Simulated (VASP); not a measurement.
ZnSe (zinc blende), at 1.04 of the tabulated volume:

```
CELL_PARAMETERS angstrom
      0.00000     2.87231     2.87231
      2.87231     0.00000     2.87231
      2.87231     2.87231     0.00000
ATOMIC_POSITIONS crystal
  Zn 0.00000 0.00000 0.00000
  Se 0.25000 0.25000 0.25000
```

The lowest empty band near Γ, direction [111], from mBJ (TB09) with spin-orbit coupling in VASP (PAW); its two spin partners are averaged. The gap over the points computed is 2.51 eV, and the next band on that side lies 3.98 eV away at the edge.

Run with 400 eV cut-off, 9×9×9 Γ-centred mesh, Gaussian smearing of 0.050 eV, potentials Zn Se.

```json
[
 {"distance from the edge in k (1/Å)": "0.012", "distance in energy (meV)": "3.0"},
 {"distance from the edge in k (1/Å)": "0.018", "distance in energy (meV)": "6.7"},
 {"distance from the edge in k (1/Å)": "0.025", "distance in energy (meV)": "12.9"},
 {"distance from the edge in k (1/Å)": "0.035", "distance in energy (meV)": "25.0"},
 {"distance from the edge in k (1/Å)": "0.050", "distance in energy (meV)": "50.5"},
 {"distance from the edge in k (1/Å)": "0.070", "distance in energy (meV)": "96.5"}
]
```

Fit E(1 + αE) = ħ²k²/2m* (ħ²/2m0 = 3.810 eV Å²) and predict the row at 0.095 1/Å.

Least squares on the energies gives the electron mass m* = 0.184 m0 and α = 0.55 per eV, and so 171.0 meV. The run gave 170.8 meV, -0.2 meV from the fit.

Left out are points under 3 meV from the edge, since the levels carry 0.1 meV, and points farther than half the way to the next band.

The compound is ZnSe in the zinc blende structure. The cell was not relaxed at this level.
